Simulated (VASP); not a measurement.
Level of theory: PBEsol GGA, VASP's PBE PAW potentials (set 64) (plane waves; VASP 6.6.1). Each cell was relaxed at this level.

### Question
Which of these has an unstable (imaginary) mode at Γ?
A. HfN, Fm-3m (225)
B. GeSe, Fm-3m (225)
C. HfZr, P-6m2 (187)
D. Cr, Im-3m (229)

### Answer
B, GeSe, Fm-3m (225). Its optical Γ-point modes are 71i (×3) cm⁻¹.
